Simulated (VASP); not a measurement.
Calculation: LDA (Ceperley-Alder, Perdew-Zunger), VASP's LDA PAW potentials (set 64) (plane waves; VASP).

VASP ran on this input.

**INCAR**
```
NELM = 100   ! most electronic steps
SIGMA = 0.05   ! width (eV)
EDIFF = 1E-7   ! SCF stop (eV)
LORBIT = 11   ! lm-projected
SYSTEM = GaN
LCHARG = F
LWAVE = F
LASPH = T
ICHARG = 11   ! fixed density
ISMEAR = 0
PREC = Accurate
ALGO = Normal   ! blocked Davidson
LREAL = F   ! projection in real space or not
LMAXMIX = 4
ENCUT = 520
```

File POSCAR:
```
GaN
1
    0.0000000000     2.2320113094     2.2320113094
    2.2320113094     0.0000000000     2.2320113094
    2.2320113094     2.2320113094     0.0000000000
Ga N
1 1
Direct
  0.0000000000   0.0000000000   0.0000000000
  0.2500000000   0.2500000000   0.2500000000
```

### KPOINTS
```
k-points along high-symmetry lines
15
Line-mode
Reciprocal
  0.000000   0.000000   0.000000 ! GAMMA
 -0.500000  -0.500000   0.000000 ! X

 -0.500000  -0.500000   0.000000 ! X
 -0.375000  -0.375000   0.250000 ! U

 -0.375000   0.000000   0.375000 ! K
  0.000000   0.000000   0.000000 ! GAMMA

  0.000000   0.000000   0.000000 ! GAMMA
  0.000000   0.000000   0.500000 ! L

  0.000000   0.000000   0.500000 ! L
 -0.500000  -0.250000   0.250000 ! W

 -0.500000  -0.250000   0.250000 ! W
 -0.500000  -0.500000   0.000000 ! X
```

POTCAR, in this order: Ga_d N (LDA.64 set). Program: vasp_std. Read from the step before: CHGCAR.

What VASP printed:

**OSZICAR**
```
       N       E                     dE             d eps       ncg     rms          rms(c)
DAV:   1     0.841839004791E+02    0.84184E+02   -0.99305E+03  2473   0.252E+03
DAV:   2    -0.650611667131E+01   -0.90690E+02   -0.85565E+02  2683   0.363E+02
DAV:   3    -0.126031753626E+02   -0.60971E+01   -0.60126E+01  2625   0.809E+01
DAV:   4    -0.126848939077E+02   -0.81719E-01   -0.81681E-01  2777   0.991E+00
DAV:   5    -0.126859653587E+02   -0.10715E-02   -0.10714E-02  2574   0.106E+00
DAV:   6    -0.126860027401E+02   -0.37381E-04   -0.37381E-04  3182   0.173E-01
DAV:   7    -0.126860036222E+02   -0.88210E-06   -0.88209E-06  2648   0.175E-02
DAV:   8    -0.126860036573E+02   -0.35081E-07   -0.35092E-07  2248   0.275E-03
   1 F= -.12686004E+02 E0= -.12686004E+02  d E =-.168581E-11
```

**OUTCAR**
```
 val. band max:        5.3529114819   @ k =   0.0000   0.0000   0.0000

 cond. band min:       7.2873416772   @ k =   0.0000   0.0000   0.0000



 k-point     1 :       0.0000    0.0000    0.0000
  band No.  band energies     occupation
      1     -10.7027      2.00000
      2      -8.2303      2.00000
      3      -8.2303      2.00000
      4      -8.2303      2.00000
      5      -7.8824      2.00000
      6      -7.8824      2.00000
      7       5.3529      2.00000
      8       5.3529      2.00000
      9       5.3529      2.00000
     10       7.2873      0.00000
     11      15.6425      0.00000
     12      15.6425      0.00000
     13      15.6425      0.00000

 k-point     2 :      -0.0357   -0.0357    0.0000
  band No.  band energies     occupation
      1     -10.6819      2.00000
      2      -8.2267      2.00000
      3      -8.2267      2.00000
      4      -8.2264      2.00000
      5      -7.8841      2.00000
      6      -7.8813      2.00000
      7       5.1587      2.00000
      8       5.3080      2.00000
      9       5.3080      2.00000
     10       7.4865      0.00000
     11      15.5174      0.00000
     12      15.6873      0.00000
     13      15.6873      0.00000

 k-point     3 :      -0.0714   -0.0714    0.0000
  band No.  band energies     occupation
      1     -10.6207      2.00000
      2      -8.2159      2.00000
      3      -8.2159      2.00000
      4      -8.2139      2.00000
      5      -7.8888      2.00000
      6      -7.8782      2.00000
      7       4.7177      2.00000
      8       5.1777      2.00000
      9       5.1777      2.00000
     10       7.9386      0.00000
     11      15.1777      0.00000
     12      15.8187      0.00000
     13      15.8187      0.00000

 k-point     4 :      -0.1071   -0.1071    0.0000
  band No.  band energies     occupation
      1     -10.5233      2.00000
      2      -8.1983      2.00000
      3      -8.1983      2.00000
      4      -8.1905      2.00000
...
```

The density is held fixed in this step, so its total energy and stress have no physical meaning.

The compound is GaN in the zinc blende structure, a metastable form; wurtzite is the usual one. It was relaxed first.
